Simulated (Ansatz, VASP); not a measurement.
# ScAl3 in two plane-wave programs

Wanted: the spread between two codes on one cell, functional and k mesh. The cell is taken from a series of runs on this material, whose earlier steps may have relaxed, scaled, displaced or heated it; both programs get it as it stands.

Method: plane waves, with VASP 6.6.1 beside it; zone-centre phonons at PBEsol, in Ansatz 0.2.0.

## Step 1: The structure

The structure is cubic, space group Pm-3m (No. 221). Conventional cell: a = 4.030 Å, b = 4.030 Å, c = 4.030 Å, α = 90.00°, β = 90.00°, γ = 90.00°. Nearest to Sc lie 12 Al at 2.85 Å. Al has 4 Sc at 2.85 Å and 8 Al at 2.85 Å nearest. Farther neighbours are not listed.

Structure file:

```cif
data_structure
_symmetry_space_group_name_H-M 'P 1'
_symmetry_Int_Tables_number 1
_cell_length_a 4.0298
_cell_length_b 4.0298
_cell_length_c 4.0298
_cell_angle_alpha 90.000
_cell_angle_beta 90.000
_cell_angle_gamma 90.000
_cell_volume 65.44
loop_
_atom_site_label
_atom_site_type_symbol
_atom_site_fract_x
_atom_site_fract_y
_atom_site_fract_z
_atom_site_occupancy
Sc1 Sc 0.00000 0.00000 0.00000 1
Al2 Al 0.50000 0.00000 0.50000 1
Al3 Al 0.00000 0.50000 0.50000 1
Al4 Al 0.50000 0.50000 0.00000 1
```

## Step 2: VASP: zone-centre phonons, PBEsol

Second derivatives magnify differences that forces hide, and they need a tight electronic threshold.

Lines of VASP's logs that name or quote its potential files are left out, and so is its time.

File INCAR:

```
SYSTEM = ScAl3
PREC = Accurate
ENCUT = 500
EDIFF = 1E-08
NELM = 120
ISMEAR = 1
SIGMA = 0.2
LREAL = .FALSE.
ALGO = Normal
GGA = PS
NBANDS = 16
LASPH = .TRUE.
LORBIT = 11
LWAVE = .FALSE.
LCHARG = .FALSE.
ISIF = 2
IBRION = 8
GGA_COMPAT = .FALSE.
KPAR = 2
```

File POSCAR:

```
ScAl3
1.0
    4.0298483100      0.0000000000      0.0000000000
    0.0000000000      4.0298483100      0.0000000000
    0.0000000000      0.0000000000      4.0298483100
Sc Al
1 3
Direct
    0.0000000000      0.0000000000      0.0000000000
    0.5000000000      0.0000000000      0.5000000000
    0.0000000000      0.5000000000      0.5000000000
    0.5000000000      0.5000000000      0.0000000000
```

File KPOINTS:

```
Automatic mesh
0
Gamma
10 10 10
0 0 0
```

The projector-augmented-wave data sets are Sc_sv and Al (PBE family, release 64).

Run with:

```bash
> mpirun -np 2 vasp_std
```

Numbers of over 12 decimals in the logs are rounded to 6 here.

The log of the run:

```text
[banner, memory and clock lines left out]
running    2 mpi-ranks, on    1 nodes
 distrk:  each k-point on    1 cores,    2 groups
 distr:  one band on    1 cores,    1 groups

 POSCAR found type information on POSCAR ScAl
 POSCAR found :  2 types and       4 ions
|                                                                             |
|               ----> ADVICE to this user running VASP <----                  |
|                                                                             |
|     You enforced a specific xc type in the INCAR file but a different       |
|     [... a line on the potential file left out ...]
|     I HOPE YOU KNOW WHAT YOU ARE DOING!                                     |
|                                                                             |

 LDA part: xc-table for (Slater+PW92), standard interpolation
 POSCAR, INCAR and KPOINTS ok, starting setup
 FFT: planning ... GRIDC
 FFT: planning ... GRID_SOFT
 FFT: planning ... GRID
 WAVECAR not read
 entering main loop
       N       E                     dE             d eps       ncg     rms          rms(c)
DAV:   1     0.102902228280E+03    0.10290E+03   -0.82788E+03  1800   0.110E+03
DAV:   2    -0.165133079570E+02   -0.11942E+03   -0.11735E+03  1832   0.310E+02
DAV:   3    -0.216631184696E+02   -0.51498E+01   -0.49741E+01  2736   0.573E+01
DAV:   4    -0.217546998800E+02   -0.91581E-01   -0.91438E-01  2328   0.866E+00
DAV:   5    -0.217571413076E+02   -0.24414E-02   -0.24411E-02  2760   0.128E+00    0.995E+00
DAV:   6    -0.208270922499E+02    0.93005E+00   -0.41860E+00  2880   0.226E+01    0.364E+00
DAV:   7    -0.207680246922E+02    0.59068E-01   -0.98426E-02  2264   0.236E+00    0.201E+00
DAV:   8    -0.207423186172E+02    0.25706E-01   -0.36439E-02  2936   0.154E+00    0.259E-01
DAV:   9    -0.207418550427E+02    0.46357E-03   -0.32066E-03  2320   0.642E-01    0.135E-01
DAV:  10    -0.207417815323E+02    0.73510E-04   -0.26187E-04  3000   0.179E-01    0.891E-02
DAV:  11    -0.207417867111E+02   -0.51789E-05   -0.32584E-05  2920   0.391E-02    0.731E-02
DAV:  12    -0.207417720210E+02    0.14690E-04   -0.10378E-04  2984   0.110E-01    0.337E-03
DAV:  13    -0.207417718905E+02    0.13046E-06   -0.28430E-06  2768   0.178E-02    0.157E-03
DAV:  14    -0.207417719243E+02   -0.33831E-07   -0.11159E-07  2704   0.351E-03    0.118E-03
DAV:  15    -0.207417719655E+02   -0.41105E-07   -0.91043E-09  1568   0.846E-04    0.106E-04
DAV:  16    -0.207417719628E+02    0.26505E-08   -0.16887E-09  1368   0.596E-04
   1 F= -.20741772E+02 E0= -.20742669E+02  d E =0.269192E-02
 Linear response reoptimize wavefunctions to high precision
DAV:   1    -0.207417719587E+02    0.41071E-08   -0.92743E-10  1584   0.280E-04
DAV:   2    -0.207417719587E+02   -0.23647E-10   -0.29340E-10  1176   0.232E-04
 Linear response DOF=           3
 Linear response progress:
  Degree of freedom:   1/  3
       N       E                     dE             d eps       ncg     rms          rms(c)
RMM:   1    -0.762396654748E+00   -0.76240E+00   -0.67015E+01  4238   0.171E+02
RMM:   2    -0.758594730980E+00    0.38019E-02   -0.17142E-01  5902   0.402E+00    0.123E-01
RMM:   3    -0.758477810137E+00    0.11692E-03   -0.16863E-02  6689   0.958E-01    0.442E-02
RMM:   4    -0.757663984644E+00    0.81383E-03   -0.13543E-03  7378   0.267E-01    0.228E-02
RMM:   5    -0.757472741502E+00    0.19124E-03   -0.18217E-04  7886   0.858E-02    0.905E-03
RMM:   6    -0.757516544939E+00   -0.43803E-04   -0.15598E-05  7645   0.309E-02    0.384E-03
RMM:   7    -0.757539574665E+00   -0.23030E-04   -0.28661E-06  8093   0.110E-02    0.940E-04
RMM:   8    -0.757556057677E+00   -0.16483E-04   -0.46395E-07  8159   0.368E-03    0.177E-04
RMM:   9    -0.757559939968E+00   -0.38823E-05   -0.17935E-07  7685   0.146E-03    0.885E-05
RMM:  10    -0.757562252148E+00   -0.23122E-05   -0.29816E-08  7400   0.746E-04    0.210E-05
RMM:  11    -0.757562456914E+00   -0.20477E-06    0.10226E-09  8350   0.304E-04    0.925E-06
RMM:  12    -0.757562467016E+00   -0.10102E-07    0.99270E-09  8270   0.142E-04    0.254E-06
RMM:  13    -0.757562442864E+00    0.24151E-07    0.35725E-09  7894   0.838E-05    0.248E-06
RMM:  14    -0.757562481452E+00   -0.38588E-07   -0.37247E-09  7090   0.571E-05    0.755E-07
RMM:  15    -0.757562467767E+00    0.13684E-07   -0.11176E-08  7218   0.382E-05    0.126E-06
RMM:  16    -0.757562469407E+00   -0.16391E-08   -0.39735E-09  6349   0.275E-05    0.134E-06
 first order change of Fermi-energy   0.63671E-03
 force on displaced ion       1 direction 1 : -10.787  -0.000   0.000
 Linear response progress:
  Degree of freedom:   2/  3
       N       E                     dE             d eps       ncg     rms          rms(c)
RMM:   1    -0.857521688200E-02   -0.85752E-02    0.15473E-02 15028   0.139E+00
RMM:   2    -0.770015577637E-02    0.87506E-03   -0.64897E-04 10155   0.237E-01    0.490E-02
RMM:   3    -0.771739149405E-02   -0.17236E-04   -0.31700E-04 12004   0.110E-01    0.238E-02
RMM:   4    -0.780501117634E-02   -0.87620E-04   -0.83290E-05 12624   0.514E-02    0.957E-03
RMM:   5    -0.782625031955E-02   -0.21239E-04   -0.56924E-06 12921   0.243E-02    0.357E-03
RMM:   6    -0.783253134071E-02   -0.62810E-05   -0.60485E-07 13160   0.535E-03    0.181E-03
RMM:   7    -0.783163418869E-02    0.89715E-06   -0.80816E-08 13107   0.249E-03    0.556E-04
RMM:   8    -0.783260253781E-02   -0.96835E-06   -0.21164E-08 12360   0.958E-04    0.127E-04
RMM:   9    -0.783241483524E-02    0.18770E-06   -0.67098E-10 13483   0.389E-04    0.133E-04
RMM:  10    -0.783246657941E-02   -0.51744E-07    0.20527E-11 14036   0.120E-04    0.253E-05
RMM:  11    -0.783254646430E-02   -0.79885E-07   -0.55053E-10 11587   0.828E-05    0.141E-05
RMM:  12    -0.783255285579E-02   -0.63915E-08    0.41404E-11 12745   0.276E-05    0.967E-06
 first order change of Fermi-energy   0.16637E-04
 force on displaced ion       2 direction 1 :  -7.205   0.000   0.000
 Linear response progress:
  Degree of freedom:   3/  3
       N       E                     dE             d eps       ncg     rms          rms(c)
RMM:   1    -0.808082692999E-02   -0.80808E-02    0.24303E-02  9361   0.727E-01
RMM:   2    -0.734773320950E-02    0.73309E-03   -0.36650E-04  6257   0.164E-01    0.445E-02
RMM:   3    -0.733345775181E-02    0.14275E-04   -0.21389E-04  6718   0.873E-02    0.215E-02
RMM:   4    -0.739819809618E-02   -0.64740E-04   -0.94188E-05  7471   0.408E-02    0.788E-03
RMM:   5    -0.739969727152E-02   -0.14992E-05   -0.47714E-06  7133   0.191E-02    0.336E-03
RMM:   6    -0.740752877679E-02   -0.78315E-05   -0.94909E-07  7452   0.691E-03    0.120E-03
RMM:   7    -0.740547686616E-02    0.20519E-05   -0.83586E-08  7476   0.233E-03    0.489E-04
RMM:   8    -0.740554897616E-02   -0.72110E-07   -0.52034E-09  7535   0.652E-04    0.126E-04
RMM:   9    -0.740582550981E-02   -0.27653E-06   -0.18750E-09  7765   0.267E-04    0.131E-04
RMM:  10    -0.740598809027E-02   -0.16258E-06   -0.76415E-10  7428   0.118E-04    0.188E-05
RMM:  11    -0.740599766185E-02   -0.95716E-08   -0.10059E-10  7924   0.418E-05    0.140E-05
 first order change of Fermi-energy   0.27927E-04
 force on displaced ion       2 direction 2 :   0.000  -5.526  -0.000
 Linear response finished
```

OUTCAR, selected parts (step 2):

```text
ion  position               nearest neighbor table
   1  0.000  0.000  0.000-   2 2.85   3 2.85   4 2.85   2 2.85   3 2.85   3 2.85   4 2.85   3 2.85
                             2 2.85   4 2.85   2 2.85   4 2.85
   2  0.500  0.000  0.500-   1 2.85   3 2.85   4 2.85   1 2.85   4 2.85   3 2.85   4 2.85   4 2.85
                             1 2.85   3 2.85   1 2.85   3 2.85
   3  0.000  0.500  0.500-   1 2.85   2 2.85   4 2.85   1 2.85   4 2.85   1 2.85   2 2.85   1 2.85
                             2 2.85   4 2.85   4 2.85   2 2.85
   4  0.500  0.500  0.000-   1 2.85   2 2.85   3 2.85   2 2.85   3 2.85   1 2.85   2 2.85   2 2.85
                             1 2.85   3 2.85   3 2.85   1 2.85

  LATTYP: Found a simple cubic cell.
 ALAT       =     4.0298483100

 Subroutine GETGRP returns: Found 48 space group operations
 (whereof 48 operations were pure point group operations)

The static configuration has the point symmetry O_h .

 Found     56 irreducible k-points:

   k-points           NKPTS =     56   k-points in BZ     NKDIM =     56   number of bands    NBANDS=     16

   dimension x,y,z NGX =    30 NGY =   30 NGZ =   30
   dimension x,y,z NGXF=    60 NGYF=   60 NGZF=   60

   ENCUT  =  500.0 eV  36.75 Ry    6.06 a.u.   7.35  7.35  7.35*2*pi/ulx,y,z

   NELECT =      20.0000    total number of electrons

 k-points in reciprocal lattice and weights: Automatic mesh
   0.00000000  0.00000000  0.00000000       0.001
   0.10000000  0.00000000  0.00000000       0.006
   0.20000000  0.00000000  0.00000000       0.006
   0.30000000  0.00000000  0.00000000       0.006
   0.40000000  0.00000000  0.00000000       0.006
   0.50000000  0.00000000  0.00000000       0.003
   0.10000000  0.10000000  0.00000000       0.012
   0.20000000  0.10000000  0.00000000       0.024
   0.30000000  0.10000000  0.00000000       0.024
[...]
0.50000000  0.50000000  0.40000000       0.006
   0.50000000  0.50000000  0.50000000       0.001

 average (electrostatic) potential at core
       1 -42.4318       2 -72.3620       3 -72.3620       4 -72.3620

  Total        1.2700300      1.2700300      1.2700300      0.0000000      0.0000000      0.0000000
  in kB       31.0927025     31.0927025     31.0927025      0.0000000      0.0000000      0.0000000
  external PRESSURE =      31.0927025 kB  Pullay stress =       0.0000000 kB

  energy-cutoff  :      500.00
  volume of cell :       65.44
      direct lattice vectors                 reciprocal lattice vectors
     4.029848310  0.000000000  0.000000000     0.248148298  0.000000000  0.000000000
     0.000000000  4.029848310  0.000000000     0.000000000  0.248148298  0.000000000
     0.000000000  0.000000000  4.029848310     0.000000000  0.000000000  0.248148298

 POSITION                                       TOTAL-FORCE (eV/Angst)
 -----------------------------------------------------------------------------------
      0.00000      0.00000      0.00000         0.000000      0.000000      0.000000
      2.01492      0.00000      2.01492         0.000000      0.000000      0.000000
      0.00000      2.01492      2.01492         0.000000      0.000000      0.000000
      2.01492      2.01492      0.00000         0.000000      0.000000      0.000000
 -----------------------------------------------------------------------------------
    total drift:                                0.000000     -0.000000      0.000000

 Eigenvectors and eigenvalues of the dynamical matrix
 ----------------------------------------------------

   1 f  =   10.633315 THz    66.811089 2PiTHz  354.689214 cm-1    43.975838 meV
             X         Y         Z           dx          dy          dz
      0.000000  0.000000  0.000000     0.392133    0.477397   -0.000000
      2.014924  0.000000  2.014924    -0.333889    0.196853   -0.000000
      0.000000  2.014924  2.014924     0.161695   -0.406488    0.000000
      2.014924  2.014924  0.000000    -0.333889   -0.406488    0.000000

   2 f  =   10.633315 THz    66.811089 2PiTHz  354.689214 cm-1    43.975838 meV
             X         Y         Z           dx          dy          dz
      0.000000  0.000000  0.000000    -0.000000   -0.000000    0.617799
      2.014924  0.000000  2.014924     0.000000    0.000000   -0.526036
      0.000000  2.014924  2.014924    -0.000000   -0.000000   -0.526036
      2.014924  2.014924  0.000000    -0.000000   -0.000000    0.254748

   3 f  =   10.633315 THz    66.811089 2PiTHz  354.689214 cm-1    43.975838 meV
             X         Y         Z           dx          dy          dz
      0.000000  0.000000  0.000000    -0.477397    0.392133   -0.000000
      2.014924  0.000000  2.014924     0.406488    0.161695   -0.000000
      0.000000  2.014924  2.014924    -0.196853   -0.333889    0.000000
      2.014924  2.014924  0.000000     0.406488   -0.333889    0.000000

   4 f  =    8.179203 THz    51.391449 2PiTHz  272.828848 cm-1    33.826451 meV
             X         Y         Z           dx          dy          dz
      0.000000  0.000000  0.000000     0.000000   -0.000000   -0.000000
      2.014924  0.000000  2.014924    -0.323912    0.000000   -0.457606
      0.000000  2.014924  2.014924    -0.000000    0.430903    0.457606
      2.014924  2.014924  0.000000     0.323912   -0.430903    0.000000

   5 f  =    8.179203 THz    51.391449 2PiTHz  272.828848 cm-1    33.826451 meV
             X         Y         Z           dx          dy          dz
      0.000000  0.000000  0.000000     0.000000   -0.000000    0.000000
      2.014924  0.000000  2.014924    -0.622855    0.000000    0.298814
      0.000000  2.014924  2.014924    -0.000000   -0.150871   -0.298814
      2.014924  2.014924  0.000000     0.622855    0.150871    0.000000

   6 f  =    8.179203 THz    51.391449 2PiTHz  272.828848 cm-1    33.826451 meV
             X         Y         Z           dx          dy          dz
      0.000000  0.000000  0.000000    -0.000000    0.000000    0.000000
      2.014924  0.000000  2.014924    -0.084458   -0.000000   -0.448672
      0.000000  2.014924  2.014924     0.000000   -0.539963    0.448672
      2.014924  2.014924  0.000000     0.084458    0.539963    0.000000

   7 f  =    7.698500 THz    48.371105 2PiTHz  256.794332 cm-1    31.838425 meV
             X         Y         Z           dx          dy          dz
      0.000000  0.000000  0.000000     0.127790    0.494988    0.000000
      2.014924  0.000000  2.014924     0.023655   -0.822016    0.000000
      0.000000  2.014924  2.014924    -0.212219    0.091625   -0.000000
      2.014924  2.014924  0.000000     0.023655    0.091625    0.000000

   8 f  =    7.698500 THz    48.371105 2PiTHz  256.794332 cm-1    31.838425 meV
             X         Y         Z           dx          dy          dz
      0.000000  0.000000  0.000000     0.494988   -0.127790   -0.000000
      2.014924  0.000000  2.014924     0.091625    0.212219   -0.000000
      0.000000  2.014924  2.014924    -0.822016   -0.023655    0.000000
      2.014924  2.014924  0.000000     0.091625   -0.023655    0.000000

   9 f  =    7.698500 THz    48.371105 2PiTHz  256.794332 cm-1    31.838425 meV
             X         Y         Z           dx          dy          dz
      0.000000  0.000000  0.000000     0.000000   -0.000000   -0.511218
      2.014924  0.000000  2.014924    -0.000000    0.000000   -0.094629
      0.000000  2.014924  2.014924     0.000000   -0.000000   -0.094629
      2.014924  2.014924  0.000000    -0.000000    0.000000    0.848968

  10 f/i=    0.000946 THz     0.005941 2PiTHz    0.031539 cm-1     0.003910 meV
             X         Y         Z           dx          dy          dz
      0.000000  0.000000  0.000000     0.597374   -0.011184    0.000000
      2.014924  0.000000  2.014924     0.462878   -0.008666   -0.000000
      0.000000  2.014924  2.014924     0.462905   -0.008666   -0.000000
      2.014924  2.014924  0.000000     0.462878   -0.008666    0.000000

  11 f/i=    0.000946 THz     0.005941 2PiTHz    0.031539 cm-1     0.003910 meV
             X         Y         Z           dx          dy          dz
      0.000000  0.000000  0.000000    -0.000000    0.000000    0.597479
      2.014924  0.000000  2.014924     0.000000   -0.000000    0.462959
      0.000000  2.014924  2.014924    -0.000000    0.000000    0.462959
      2.014924  2.014924  0.000000     0.000000   -0.000000    0.462986

  12 f/i=    0.000946 THz     0.005941 2PiTHz    0.031539 cm-1     0.003910 meV
             X         Y         Z           dx          dy          dz
      0.000000  0.000000  0.000000     0.011184    0.597374    0.000000
      2.014924  0.000000  2.014924     0.008666    0.462905   -0.000000
      0.000000  2.014924  2.014924     0.008666    0.462878    0.000000
      2.014924  2.014924  0.000000     0.008666    0.462878    0.000000

 ELASTIC MODULI CONTR FROM IONIC RELAXATION (kBar)
 Direction    XX          YY          ZZ          XY          YZ          ZX
 --------------------------------------------------------------------------------
 XX           0.0000      0.0000      0.0000      0.0000      0.0000      0.0000
 YY           0.0000      0.0000      0.0000      0.0000      0.0000      0.0000
 ZZ           0.0000      0.0000      0.0000      0.0000      0.0000      0.0000
 XY           0.0000      0.0000      0.0000      0.0000      0.0000      0.0000
 YZ           0.0000      0.0000      0.0000      0.0000      0.0000      0.0000
 ZX           0.0000      0.0000      0.0000      0.0000      0.0000      0.0000
 --------------------------------------------------------------------------------
```

(Continued in part 2 of 2.)

[Lines on the potential files, build, host, timing and source positions are cut from VASP's logs without a mark.]

[Logs are printed without paths, hosts, clocks, repeated set-up lines and the standing remarks that a program may print on its own settings, such as how far it seeks lower states.]

[Hosts, paths, dates, database ids (printed as entryN), source tags and the programs' standing remarks are cut or masked in the printed files.]
